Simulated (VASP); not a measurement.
Method: PBE GGA, VASP's PBE PAW potentials (set 64) (plane waves; VASP).

The input files of a VASP run:

**INCAR**
```
ALGO=Normal
EDIFF=1E-6
ENCUT=520
GGA=PE
ISIF=2
ISMEAR=0
LASPH=.TRUE.
LCHARG=.FALSE.
LREAL=.FALSE.
LWAVE=.FALSE.
NBANDS=10
NELM=100
PREC=Accurate
SIGMA=0.05
SYSTEM=KF
```

File KPOINTS:
```
Automatic mesh
0
G
  8 8 8
```

### POSCAR
```
KF
1
    0.0000000000     2.6750000000     2.6750000000
    2.6750000000     0.0000000000     2.6750000000
    2.6750000000     2.6750000000     0.0000000000
K F
1 1
Direct
  0.0000000000   0.0000000000   0.0000000000
  0.5000000000   0.5000000000   0.5000000000
```

POTCAR, in this order: K_sv F (PBE.64 set). Program: vasp_std.

Output of the run:

OUTCAR:
```
 ion  position               nearest neighbor table
   1  0.000  0.000  0.000-   2 2.67   2 2.67   2 2.67   2 2.67   2 2.67   2 2.67
   2  0.500  0.500  0.500-   1 2.67   1 2.67   1 2.67   1 2.67   1 2.67   1 2.67
  LATTYP: Found a face centered cubic cell.
 ALAT       =     5.3500000000
 Subroutine PRICEL returns:
 Original cell was already a primitive cell.
 Subroutine GETGRP returns: Found 48 space group operations
The static configuration has the point symmetry O_h .
The dynamic configuration has the point symmetry O_h .
 Subroutine INISYM returns: Found 48 space group operations
 Subroutine IBZKPT returns following result:
 Found     29 irreducible k-points:

 Following reciprocal coordinates:
            Coordinates               Weight
  0.000000  0.000000  0.000000      1.000000
  0.125000  0.000000  0.000000      8.000000
  0.250000  0.000000  0.000000      8.000000
  0.375000  0.000000  0.000000      8.000000
  0.500000  0.000000  0.000000      4.000000
  0.125000  0.125000  0.000000      6.000000
  0.250000  0.125000  0.000000     24.000000
  0.375000  0.125000  0.000000     24.000000
  0.500000  0.125000  0.000000     24.000000
...
```

File OSZICAR:
```
       N       E                     dE             d eps       ncg     rms          rms(c)
DAV:   1     0.123719004908E+03    0.12372E+03   -0.86687E+03   580   0.155E+03
DAV:   2    -0.529902646061E+01   -0.12902E+03   -0.11961E+03   838   0.376E+02
DAV:   3    -0.944209281990E+01   -0.41431E+01   -0.41341E+01   692   0.710E+01
DAV:   4    -0.955505979919E+01   -0.11297E+00   -0.11258E+00   890   0.913E+00
DAV:   5    -0.955590509343E+01   -0.84529E-03   -0.84525E-03   658   0.960E-01    0.632E+00
DAV:   6    -0.831730542269E+01    0.12386E+01   -0.56273E+00   614   0.221E+01    0.367E+00
DAV:   7    -0.829098173768E+01    0.26324E-01   -0.15274E-01   696   0.430E+00    0.233E+00
DAV:   8    -0.828872263020E+01    0.22591E-02   -0.53370E-02   614   0.316E+00    0.180E-01
DAV:   9    -0.829064488528E+01   -0.19223E-02   -0.44738E-03   806   0.665E-01    0.115E-01
DAV:  10    -0.829131538599E+01   -0.67050E-03   -0.76944E-04   630   0.323E-01    0.557E-02
DAV:  11    -0.829141224664E+01   -0.96861E-04   -0.31749E-04   626   0.165E-01    0.130E-02
DAV:  12    -0.829141493449E+01   -0.26879E-05   -0.23798E-05   676   0.509E-02    0.820E-03
DAV:  13    -0.829141358069E+01    0.13538E-05   -0.74088E-06   618   0.284E-02    0.515E-03
DAV:  14    -0.829141379731E+01   -0.21662E-06   -0.39614E-07   384   0.820E-03
   1 F= -.82914138E+01 E0= -.82914138E+01  d E =-.246333E-16
```

### OUTCAR
```
------------------------ aborting loop because EDIFF is reached ----------------------------------------
  FORCE on cell =-STRESS in cart. coord.  units (eV):
  Direction    XX          YY          ZZ          XY          YZ          ZX
  --------------------------------------------------------------------------------------
  Total        0.3087834      0.3087834      0.3087834     -0.0000000     -0.0000000      0.0000000
  in kB       12.9229939     12.9229939     12.9229939     -0.0000000     -0.0000000      0.0000000
  external PRESSURE =      12.9229939 kB  Pullay stress =       0.0000000 kB
  volume of cell :       38.28
      direct lattice vectors                 reciprocal lattice vectors
     0.000000000  2.675000000  2.675000000    -0.186915888  0.186915888  0.186915888
     2.675000000  0.000000000  2.675000000     0.186915888 -0.186915888  0.186915888
     2.675000000  2.675000000  0.000000000     0.186915888  0.186915888 -0.186915888
  FREE ENERGIE OF THE ION-ELECTRON SYSTEM (eV)
  ---------------------------------------------------
  free  energy   TOTEN  =        -8.2914137973 eV

  energy  without entropy=       -8.2914137973  energy(sigma->0) =       -8.29141380
```
(Selected blocks of OUTCAR.)

File OUTCAR:
```
 val. band max:       -2.8137460109   @ k =   0.0000   0.0000   0.0000

 cond. band min:       3.3333526315   @ k =   0.0000   0.0000   0.0000


 Fermi energy:        -2.5417452029

 k-point     1 :       0.0000    0.0000    0.0000
  band No.  band energies     occupation
      1     -28.9614      2.00000
      2     -21.4674      2.00000
      3     -12.2144      2.00000
      4     -12.2144      2.00000
      5     -12.2144      2.00000
      6      -2.8138      2.00000
      7      -2.8137      2.00000
      8      -2.8137      2.00000
      9       3.3334      0.00000
     10       7.8554      0.00000

 k-point     2 :       0.1250    0.0000    0.0000
  band No.  band energies     occupation
      1     -28.9479      2.00000
      2     -21.4806      2.00000
      3     -12.2550      2.00000
      4     -12.2199      2.00000
      5     -12.2199      2.00000
      6      -2.9531      2.00000
      7      -2.8659      2.00000
      8      -2.8659      2.00000
      9       3.7650      0.00000
     10       7.6081      0.00000

 k-point     3 :       0.2500    0.0000    0.0000
  band No.  band energies     occupation
      1     -28.9152      2.00000
      2     -21.5108      2.00000
      3     -12.3519      2.00000
      4     -12.2329      2.00000
      5     -12.2329      2.00000
      6      -3.2487      2.00000
      7      -2.9892      2.00000
      8      -2.9892      2.00000
      9       4.8422      0.00000
     10       7.2656      0.00000

 k-point     4 :       0.3750    0.0000    0.0000
  band No.  band energies     occupation
      1     -28.8820      2.00000
      2     -21.5415      2.00000
      3     -12.4475      2.00000
      4     -12.2457      2.00000
      5     -12.2457      2.00000
      6      -3.5045      2.00000
      7      -3.1088      2.00000
      8      -3.1088      2.00000
      9       5.9233      0.00000
     10       7.3646      0.00000

 k-point     5 :       0.5000    0.0000    0.0000
...
```

The compound is KF in the rock salt structure. The cell was not relaxed at this level. The run is one of a series of settings (NBANDS = 10 against the base run), some of them coarse on purpose.
